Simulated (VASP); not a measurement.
The system is TiO2.

```xyz
6
Lattice="4.5998 0.0000 0.0000 0.0000 4.5998 0.0000 0.0000 0.0000 2.9592" Properties=species:S:1:pos:R:3 pbc="T T T"
Ti    0.0000    0.0000    1.4796
Ti    2.2999    2.2999    0.0000
O     1.3998    1.3998    1.4796
O     0.9001    3.6997    0.0000
O     3.6997    0.9001    0.0000
O     3.2000    3.2000    1.4796
```

The cell is a database's computed one.

Base run:

- Program: VASP 6.6.1
- Functional: PBE
- Potentials or basis: VASP PAW PBE potentials, release 64 (Ti_sv_GW, O_GW)
- Cutoff: 450 eV
- k mesh: 6 × 6 × 8
- Occupations: gaussian, width 0.02 eV
- Spin: no spin polarisation

Its results: band gap on the k mesh 1.87 eV, direct.

Question: The run is repeated on the same cell with these changes: functional from PBE to LDA; potentials or basis from VASP PAW PBE potentials, release 64 (Ti_sv_GW, O_GW) to VASP PAW LDA potentials, release 64 (Ti_sv, O); cutoff from 450 eV to 520 eV. What comes out?

Answer: Band gap on the k mesh 1.78 eV, direct.

Not every run made on this cell is shown here.
